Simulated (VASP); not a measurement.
Method: MS2 meta-GGA, VASP's PBE PAW potentials (set 64) (plane waves; VASP).

Input for VASP

File KPOINTS:
```
Regular mesh
0
gamma
 14 14 14
```

File POSCAR:
```
Pt
1
    0.0000000000     1.9600000000     1.9600000000
    1.9600000000     0.0000000000     1.9600000000
    1.9600000000     1.9600000000     0.0000000000
Pt
1
Direct
  0.0000000000   0.0000000000   0.0000000000
```

### INCAR
```
SYSTEM = Pt
PREC = Accurate
ENCUT = 520
EDIFF = 1E-6
NELM = 100
ALGO = Normal
LREAL = .FALSE.
LASPH = .TRUE.
ISMEAR = 1
SIGMA = 0.1
METAGGA = MS2
LMIXTAU = .TRUE.
LMAXMIX = 6
LWAVE = .FALSE.
LCHARG = .FALSE.
IBRION = 2
ISIF = 3
NSW = 60
EDIFFG = -0.01
```

POTCAR, in this order: Pt (PBE.64 set). Program: vasp_std.

The resulting files:

File OSZICAR:
```
       N       E                     dE             d eps       ncg     rms          rms(c)
DAV:   1     0.444715161216E+02    0.44472E+02   -0.54905E+03  2088   0.102E+03
DAV:   2     0.473770704411E+01   -0.39734E+02   -0.37261E+02  1966   0.178E+02
DAV:   3     0.438095779285E+01   -0.35675E+00   -0.35309E+00  2139   0.173E+01
DAV:   4     0.438026654204E+01   -0.69125E-03   -0.69117E-03  2143   0.807E-01
DAV:   5     0.438026422729E+01   -0.23148E-05   -0.23159E-05  2077   0.430E-02    0.143E+01
DAV:   6     0.121178633487E+02    0.77376E+01   -0.52225E+00  1876   0.247E+01    0.628E+00
DAV:   7     0.126553850064E+02    0.53752E+00   -0.12283E+00  1894   0.114E+01    0.440E+00
DAV:   8     0.129291102015E+02    0.27373E+00   -0.26350E+00  1872   0.220E+01    0.918E+00
DAV:   9     0.120091307423E+02   -0.91998E+00   -0.71803E+00  1872   0.315E+01    0.263E+00
DAV:  10     0.120224444584E+02    0.13314E-01   -0.24376E-01  1998   0.508E+00    0.112E+00
DAV:  11     0.120357915835E+02    0.13347E-01   -0.17531E-02  2040   0.123E+00    0.689E-01
DAV:  12     0.120438122426E+02    0.80207E-02   -0.19383E-02  1917   0.128E+00    0.246E-01
DAV:  13     0.120444290870E+02    0.61684E-03   -0.12796E-03  2099   0.324E-01    0.134E-01
DAV:  14     0.120446946809E+02    0.26559E-03   -0.12404E-03  1926   0.321E-01    0.475E-02
DAV:  15     0.120446689716E+02   -0.25709E-04   -0.24831E-05  2152   0.483E-02    0.375E-02
DAV:  16     0.120446695759E+02    0.60428E-06   -0.25627E-06  1423   0.156E-02
   1 F= 0.12044670E+02 E0= 0.12044636E+02  d E =0.120447E+02
       N       E                     dE             d eps       ncg     rms          rms(c)
DAV:   1     0.119457340799E+02   -0.98935E-01   -0.36479E+00  1915   0.209E+01    0.320E+00
DAV:   2     0.120576530023E+02    0.11192E+00   -0.30693E-01  1877   0.483E+00    0.117E+00
DAV:   3     0.120602805765E+02    0.26276E-02   -0.18698E-02  1932   0.123E+00    0.485E-01
DAV:   4     0.120643897474E+02    0.41092E-02   -0.39944E-02  2020   0.152E+00    0.358E-01
DAV:   5     0.120603461085E+02   -0.40436E-02   -0.36534E-02  1960   0.166E+00    0.159E-01
DAV:   6     0.120601161229E+02   -0.22999E-03   -0.24413E-03  1938   0.464E-01    0.156E-02
DAV:   7     0.120601181047E+02    0.19817E-05   -0.73112E-06  1936   0.295E-02    0.130E-02
DAV:   8     0.120601069848E+02   -0.11120E-04   -0.33846E-05  1946   0.541E-02    0.291E-03
DAV:   9     0.120601057769E+02   -0.12079E-05   -0.12902E-06   948   0.116E-02    0.568E-04
DAV:  10     0.120601057927E+02    0.15772E-07   -0.25129E-08   941   0.192E-03
   2 F= 0.12060106E+02 E0= 0.12060079E+02  d E =0.154362E-01
       N       E                     dE             d eps       ncg     rms          rms(c)
DAV:   1     0.119690105408E+02   -0.91095E-01   -0.21341E+00  1913   0.159E+01    0.215E+00
DAV:   2     0.120414919923E+02    0.72481E-01   -0.22441E-01  1881   0.411E+00    0.994E-01
DAV:   3     0.120428305927E+02    0.13386E-02   -0.68551E-03  1976   0.754E-01    0.478E-01
DAV:   4     0.120435957621E+02    0.76517E-03   -0.21284E-02  1996   0.111E+00    0.244E-01
DAV:   5     0.120426833397E+02   -0.91242E-03   -0.11122E-02  1952   0.926E-01    0.400E-02
DAV:   6     0.120426431857E+02   -0.40154E-04   -0.89947E-05  1928   0.961E-02    0.154E-02
DAV:   7     0.120426475174E+02    0.43317E-05   -0.42055E-06  1945   0.224E-02    0.155E-02
DAV:   8     0.120426340973E+02   -0.13420E-04   -0.34342E-05  1922   0.534E-02    0.110E-03
DAV:   9     0.120426340558E+02   -0.41489E-07   -0.27537E-07   942   0.572E-03
   3 F= 0.12042634E+02 E0= 0.12042602E+02  d E =-.203552E-02
```

### OUTCAR
```
------------------------ aborting loop because EDIFF is reached ----------------------------------------
  FORCE on cell =-STRESS in cart. coord.  units (eV):
  Direction    XX          YY          ZZ          XY          YZ          ZX
  --------------------------------------------------------------------------------------
  Total       -0.0049647     -0.0049647     -0.0049647     -0.0000000      0.0000000      0.0000000
  in kB       -0.5345663     -0.5345663     -0.5345663     -0.0000000      0.0000000      0.0000000
  external PRESSURE =      -0.5345663 kB  Pullay stress =       0.0000000 kB
  volume of cell :       14.88
      direct lattice vectors                 reciprocal lattice vectors
    -0.000000000  1.952193564  1.952193564    -0.256122143  0.256122143  0.256122143
     1.952193564  0.000000000  1.952193564     0.256122143 -0.256122143  0.256122143
     1.952193564  1.952193564  0.000000000     0.256122143  0.256122143 -0.256122143
 POSITION                                       TOTAL-FORCE (eV/Angst)
 -----------------------------------------------------------------------------------
      0.00000      0.00000      0.00000         0.000000     -0.000000     -0.000000
 -----------------------------------------------------------------------------------
    total drift:                               -0.000000      0.000000     -0.000000
  FREE ENERGIE OF THE ION-ELECTRON SYSTEM (eV)
  ---------------------------------------------------
  free  energy   TOTEN  =        12.0426340558 eV

  energy  without entropy=       12.0425375440  energy(sigma->0) =       12.04260189

 reached required accuracy - stopping structural energy minimisation
```
(Selected blocks of OUTCAR.)

File CONTCAR:
```
Pt
   1.00000000000000
    -0.0000000000000000    1.9521935643912034    1.9521935643912034
     1.9521935643912034    0.0000000000000000    1.9521935643912034
     1.9521935643912034    1.9521935643912034    0.0000000000000000
  Pt
     1
Direct
     0.0000000000000000    0.0000000000000000    0.0000000000000000
```

The compound is Pt in the fcc structure. This run relaxes it. Symmetry was kept, so distortions that lower it aren't found.
